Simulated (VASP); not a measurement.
These are r2SCAN meta-GGA, VASP's PBE PAW potentials (set 64) (plane waves; VASP) values and carry that method's errors.

VASP ran on this input.

INCAR:
```
# general
SYSTEM =W
PREC   =Accurate
ENCUT  =480
LREAL  =F
LASPH  =T

# electronic loop
EDIFF  =1E-7
NELM   =100
ALGO   =Normal
LMAXMIX=6
LMIXTAU=T

# smearing
ISMEAR =1
SIGMA  =0.1

# functional
METAGGA=R2SCAN

# ions
ISIF   =2

# output
LWAVE  =F
LCHARG =F
```

File KPOINTS:
```
Automatic mesh
0
gamma
16 16 16
```

POSCAR:
```
W
1
   -1.5863189765     1.5863189765     1.5863189765
    1.5863189765    -1.5863189765     1.5863189765
    1.5863189765     1.5863189765    -1.5863189765
W
1
Direct
  0.0000000000   0.0000000000   0.0000000000
```

POTCAR, in this order: W_sv (PBE.64 set). Program: vasp_std.

Unless said otherwise, spin-orbit coupling is left out, though it shifts the bands of the heavy elements here.

Estimate the energy per atom (σ→0), band gap (on the k-mesh).

* **energy per atom (σ→0)**: -51.353 eV/atom
* **band gap (on the k-mesh)**: none (metal, semimetal or under 0.01 eV)

File OSZICAR:
```
...
DAV:  15    -0.513537147372E+02    0.88385E-05   -0.22383E-05  3379   0.659E-02    0.672E-03
DAV:  16    -0.513537123318E+02    0.24054E-05   -0.30917E-06  3484   0.204E-02    0.222E-03
DAV:  17    -0.513537134492E+02   -0.11174E-05   -0.22643E-07  3266   0.585E-03    0.939E-04
DAV:  18    -0.513537140441E+02   -0.59490E-06   -0.44562E-08  1637   0.295E-03    0.447E-04
DAV:  19    -0.513537142387E+02   -0.19458E-06   -0.17625E-08  1607   0.196E-03    0.830E-05
DAV:  20    -0.513537143544E+02   -0.11575E-06   -0.11277E-09  1604   0.547E-04    0.752E-05
DAV:  21    -0.513537143405E+02    0.13919E-07   -0.10216E-10  1604   0.167E-04
   1 F= -.51353714E+02 E0= -.51353431E+02  d E =-.848807E-03
```

The compound is W in the bcc structure. It was relaxed first.
